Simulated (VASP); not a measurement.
Method: MS2 meta-GGA, VASP's PBE PAW potentials (set 64) (plane waves; VASP).

The input files of a VASP run:

File POSCAR:
```
Eu
1.0
 -2.1679118561   2.1679118561   2.1679118561
  2.1679118561  -2.1679118561   2.1679118561
  2.1679118561   2.1679118561  -2.1679118561
Eu
1
Direct
  0.0000000000   0.0000000000   0.0000000000
```

### KPOINTS
```
Automatic mesh
0
G
11 11 11
```

### INCAR
```
SYSTEM = Eu
ENCUT = 520
LASPH = .TRUE.   # aspherical one-centre terms
LREAL = .FALSE.   # projection in real space or not
EDIFFG = -0.01
IBRION = 2   # conjugate gradients
NSW = 60   # most ionic steps
ISIF = 3   # ions, shape and volume
SIGMA = 0.1   # width (eV)
PREC = Accurate
LCHARG = .FALSE.
LWAVE = .FALSE.
ISMEAR = 1   # Methfessel-Paxton
EDIFF = 1E-6   # SCF stop (eV)
NELM = 100   # most electronic steps
LMAXMIX = 6   # l cut-off of mixed one-centre charges
LMIXTAU = .TRUE.
METAGGA = MS2
ALGO = Normal
```

POTCAR, in this order: Eu_2 (PBE.64 set). Program: vasp_std.

The run wrote:

**OUTCAR**
```
 ion  position               nearest neighbor table
   1  0.000  0.000  0.000-
  LATTYP: Found a body centered cubic cell.
 ALAT       =     4.3358237122
 Subroutine PRICEL returns:
 Original cell was already a primitive cell.
 Subroutine GETGRP returns: Found 48 space group operations
The static configuration has the point symmetry O_h .
The dynamic configuration has the point symmetry O_h .
 Subroutine INISYM returns: Found 48 space group operations
 Subroutine IBZKPT returns following result:
 Found     56 irreducible k-points:

 Following reciprocal coordinates:
            Coordinates               Weight
  0.000000  0.000000  0.000000      1.000000
  0.090909  0.000000  0.000000     12.000000
  0.181818  0.000000  0.000000     12.000000
  0.272727  0.000000  0.000000     12.000000
  0.363636  0.000000  0.000000     12.000000
  0.454545  0.000000  0.000000     12.000000
  0.090909  0.090909  0.000000     24.000000
  0.181818  0.090909  0.000000     48.000000
  0.272727  0.090909  0.000000     48.000000
  0.363636  0.090909  0.000000     48.000000
  0.454545  0.090909  0.000000     24.000000
  0.181818  0.181818  0.000000     24.000000
  0.272727  0.181818  0.000000     48.000000
  0.363636  0.181818  0.000000     48.000000
  0.272727  0.272727  0.000000     24.000000
  0.363636  0.272727  0.000000     24.000000
  0.090909  0.090909  0.090909      8.000000
  0.181818  0.090909  0.090909     24.000000
  0.272727  0.090909  0.090909     24.000000
  0.363636  0.090909  0.090909     24.000000
 -0.090909  0.090909  0.090909      6.000000
  0.181818  0.181818  0.090909     24.000000
  0.272727  0.181818  0.090909     48.000000
  0.363636  0.181818  0.090909     24.000000
 -0.181818  0.181818  0.090909     24.000000
...
```

OSZICAR:
```
       N       E                     dE             d eps       ncg     rms          rms(c)
DAV:   1     0.248027392267E+02    0.24803E+02   -0.40480E+03   896   0.920E+02
DAV:   2     0.109500995518E+02   -0.13853E+02   -0.13743E+02  1096   0.129E+02
DAV:   3     0.104957809303E+02   -0.45432E+00   -0.42536E+00  1408   0.191E+01
DAV:   4     0.104931654050E+02   -0.26155E-02   -0.26153E-02  1232   0.162E+00
DAV:   5     0.104931323424E+02   -0.33063E-04   -0.33063E-04  1448   0.169E-01    0.102E+01
DAV:   6     0.102614039575E+02   -0.23173E+00   -0.24919E+00  1256   0.191E+01    0.339E+00
DAV:   7     0.101450064016E+02   -0.11640E+00   -0.16873E-01  1400   0.567E+00    0.143E+00
DAV:   8     0.101399517233E+02   -0.50547E-02   -0.10117E-01  1368   0.456E+00    0.144E-01
DAV:   9     0.101445636147E+02    0.46119E-02   -0.10119E-01  1344   0.410E+00    0.234E-01
DAV:  10     0.101062391502E+02   -0.38324E-01   -0.81573E-02   952   0.341E+00    0.273E-01
DAV:  11     0.101065660957E+02    0.32695E-03   -0.11572E-03  1536   0.398E-01    0.123E-01
DAV:  12     0.101066209018E+02    0.54806E-04   -0.15755E-04  1400   0.175E-01    0.660E-02
DAV:  13     0.101064926650E+02   -0.12824E-03   -0.91644E-05  1336   0.991E-02    0.528E-02
DAV:  14     0.101064968835E+02    0.42185E-05   -0.18273E-06  1024   0.165E-02    0.342E-02
DAV:  15     0.101064845002E+02   -0.12383E-04   -0.46661E-06  1024   0.272E-02    0.266E-02
DAV:  16     0.101064682412E+02   -0.16259E-04   -0.79710E-06   904   0.276E-02    0.175E-02
DAV:  17     0.101064731647E+02    0.49236E-05   -0.43392E-06   928   0.207E-02    0.772E-04
DAV:  18     0.101064728712E+02   -0.29353E-06   -0.19830E-07   464   0.434E-03
   1 F= 0.10106473E+02 E0= 0.10106369E+02  d E =0.101065E+02
       N       E                     dE             d eps       ncg     rms          rms(c)
DAV:   1     0.101054778090E+02   -0.99536E-03   -0.25202E-02  1144   0.163E+00    0.144E-01
DAV:   2     0.101059847322E+02    0.50692E-03   -0.64997E-04  1376   0.276E-01    0.806E-02
DAV:   3     0.101061725410E+02    0.18781E-03   -0.85656E-04  1408   0.285E-01    0.275E-02
DAV:   4     0.101062098180E+02    0.37277E-04   -0.27762E-05  1288   0.583E-02    0.683E-03
DAV:   5     0.101061972892E+02   -0.12529E-04   -0.88010E-06  1128   0.466E-02    0.343E-03
DAV:   6     0.101061972614E+02   -0.27792E-07   -0.31103E-07   488   0.823E-03
   2 F= 0.10106197E+02 E0= 0.10106073E+02  d E =-.275610E-03
       N       E                     dE             d eps       ncg     rms          rms(c)
DAV:   1     0.101061022784E+02   -0.95011E-04   -0.20747E-03  1168   0.473E-01    0.407E-02
DAV:   2     0.101061341296E+02    0.31851E-04   -0.53754E-05  1384   0.821E-02    0.227E-02
DAV:   3     0.101061404606E+02    0.63310E-05   -0.68060E-05  1416   0.794E-02    0.735E-03
DAV:   4     0.101061493107E+02    0.88502E-05   -0.28844E-06  1080   0.159E-02    0.191E-03
DAV:   5     0.101061500504E+02    0.73970E-06   -0.40217E-07   528   0.840E-03
   3 F= 0.10106150E+02 E0= 0.10106019E+02  d E =-.322821E-03
       N       E                     dE             d eps       ncg     rms          rms(c)
DAV:   1     0.101058746304E+02   -0.27468E-03   -0.81352E-03  1136   0.930E-01    0.818E-02
DAV:   2     0.101060268120E+02    0.15218E-03   -0.21193E-04  1376   0.160E-01    0.457E-02
DAV:   3     0.101060776009E+02    0.50789E-04   -0.27549E-04  1400   0.161E-01    0.154E-02
DAV:   4     0.101060951118E+02    0.17511E-04   -0.87624E-06  1304   0.310E-02    0.409E-03
DAV:   5     0.101060930351E+02   -0.20767E-05   -0.19932E-06  1008   0.217E-02    0.157E-03
DAV:   6     0.101060933547E+02    0.31958E-06   -0.20260E-07   472   0.645E-03
   4 F= 0.10106093E+02 E0= 0.10105951E+02  d E =-.379516E-03
```

### OUTCAR
```
------------------------ aborting loop because EDIFF is reached ----------------------------------------
  FORCE on cell =-STRESS in cart. coord.  units (eV):
  Direction    XX          YY          ZZ          XY          YZ          ZX
  --------------------------------------------------------------------------------------
  Total       -0.0027867     -0.0027867     -0.0027867      0.0000000     -0.0000000     -0.0000000
  in kB       -0.1109254     -0.1109254     -0.1109254      0.0000000     -0.0000000     -0.0000000
  external PRESSURE =      -0.1109254 kB  Pullay stress =       0.0000000 kB
  volume of cell :       40.25
      direct lattice vectors                 reciprocal lattice vectors
    -2.158909961  2.158909961  2.158909961     0.000000000  0.231598357  0.231598357
     2.158909961 -2.158909961  2.158909961     0.231598357  0.000000000  0.231598357
     2.158909961  2.158909961 -2.158909961     0.231598357  0.231598357  0.000000000
 POSITION                                       TOTAL-FORCE (eV/Angst)
 -----------------------------------------------------------------------------------
      0.00000      0.00000      0.00000        -0.000000      0.000000     -0.000000
 -----------------------------------------------------------------------------------
    total drift:                                0.000000      0.000000      0.000000
  FREE ENERGIE OF THE ION-ELECTRON SYSTEM (eV)
  ---------------------------------------------------
  free  energy   TOTEN  =        10.1060933547 eV

  energy  without entropy=       10.1056656016  energy(sigma->0) =       10.10595077

 reached required accuracy - stopping structural energy minimisation
```
(Selected blocks of OUTCAR.)

CONTCAR:
```
Eu
   1.00000000000000
    -2.1589099610377582    2.1589099610377582    2.1589099610377582
     2.1589099610377582   -2.1589099610377582    2.1589099610377582
     2.1589099610377582    2.1589099610377582   -2.1589099610377582
  Eu
     1
Direct
     0.0000000000000000    0.0000000000000000    0.0000000000000000
```

The 4f electrons are frozen in the core of the lanthanide potential, so 4f levels, which can set the real gap, and their magnetism are missing.

The compound is Eu in the bcc structure. This run relaxes it. Symmetry was kept, so distortions that lower it aren't found. The start is the result of an earlier pass.
